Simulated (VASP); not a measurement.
Consider the following.

```xyz
2
Lattice="0.0000 2.9089 2.9089 2.9089 0.0000 2.9089 2.9089 2.9089 0.0000" Properties=species:S:1:pos:R:3 pbc="T T T"
Ba     2.9089     2.9089     5.8178
O      2.9089     2.9089     2.9089
```

The numbers are results of vdW-DF2, VASP's PBE PAW potentials (set 64) (plane waves; VASP), not measurements. Run with 520 eV cut-off, 8×8×8 Γ-centred mesh, Gaussian smearing of 0.050 eV, potentials Ba_sv O.

Unless said otherwise, spin-orbit coupling is left out, though it shifts the bands of the heavy elements here.

Estimate the energy per atom (σ→0), pressure, band gap (on the k-mesh) with the smallest direct gap where there is one.

```yaml
band gap (on the k-mesh): 2.38 eV
smallest direct gap (on the k-mesh): 2.38 eV
energy per atom (σ→0): -4.189 eV/atom
pressure: -3.39 GPa
```

Only differences to runs with the same potentials and settings are physical.

The compound is BaO in the rock salt structure. This cell is one point of a volume scan, at 1.06 of the reference volume.
